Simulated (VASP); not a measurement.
Consider the following.

```yaml
crystal:
  lattice:
    - [2.73028, 0.00000, 0.00000]
    - [-1.36514, 2.36449, 0.00000]
    - [0.00000, 0.00000, 8.73383]
  atoms:
    - { symbol: V, position: [0.00000, 0.00000, 0.00000] }
    - { symbol: V, position: [0.00000, 0.00000, 0.50000] }
    - { symbol: Al, position: [0.33333, 0.66667, 0.25000] }
    - { symbol: Al, position: [0.66667, 0.33333, 0.75000] }
```

Method: PBEsol GGA, VASP's PBE PAW potentials (set 64) (plane waves; VASP). Numerical set-up: 400 eV cut-off, 14×14×4 Γ-centred mesh, tetrahedra with Blöchl corrections, potentials V_sv Al.

Q: Estimate the energy per atom (σ→0), band gap (on the k-mesh) with the smallest direct gap where there is one.

A: 
The band gap (on the k-mesh) is none (metal, semimetal or under 0.01 eV) and the energy per atom (σ→0) is -7.001 eV/atom.

The structure was generated: VAl was put into the NiAs type type (P6_3/mmc), which need not be its known phase. It was relaxed first, which changed the volume by -44 %. The run is not spin-polarised, so no magnetic state was tried.
